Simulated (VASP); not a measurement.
Runs of VASP 6.6.1 on Lu. It takes space group P6_3/mmc (No. 194, hexagonal). Conventional cell: a = 3.518 Å, b = 3.518 Å, c = 5.446 Å, α = 90.00°, β = 90.00°, γ = 120.00°. Around Lu (site symmetry -6m2) lie 12 Lu at 3.40 to 3.52 Å. 

| task | level | cell | k mesh | cutoff (eV) | gap on the mesh (eV) | pressure (GPa) | relaxed volume (Å³/atom) |
| --- | --- | --- | --- | --- | --- | --- | --- |
| relaxation of cell and atoms | RPBE | relaxed | 15 × 15 × 8 | 600 | none | 0.0 | 30.50 |
| relaxation of cell and atoms | LDA | relaxed | 15 × 15 × 8 | 600 | none | 0.0 | 26.14 |
| relaxation of cell and atoms | PBEsol | relaxed | 15 × 15 × 8 | 580 | none | 0.0 | 27.60 |
| relaxation of cell and atoms | PBEsol | relaxed | 15 × 15 × 8 | 480 | none | 0.0 | (b) |
| relaxation of cell and atoms | PBEsol | relaxed | 6 × 6 × 4 | 600 | none | 0.0 | (a) |
| relaxation of cell and atoms | PBEsol | relaxed | 15 × 15 × 8 | 600 | none | 0.0 | 27.60 |
| relaxation of cell and atoms | PBEsol | relaxed | 15 × 15 × 8 | 300 | none | 0.0 | 27.39 |
| single point | PBEsol | as given | 15 × 15 × 8 | 520 | none | -2.6 | - |

Alike in all rows: potentials or basis VASP PAW PBE potentials, release 64 (Lu); no spin polarisation; smearing gaussian 0.1 eV.

**Question.** Fill in the values left out.

**Answer.** (a) 27.63; (b) 27.55.

Caveats: the PAW data sets were made with another functional, which shifts forces and pressure a little; the cutoff is under 1.25 times the usual one of these potentials, so pressure, stress and relaxed cells hold a basis-set (Pulay) error (some runs).

A k mesh can miss the band edges, and the runs leave out spin-orbit coupling on Lu.

A gap of «none» marks a metal or a gap under the smearing width.

Runs at the PBE level aren't shown here.
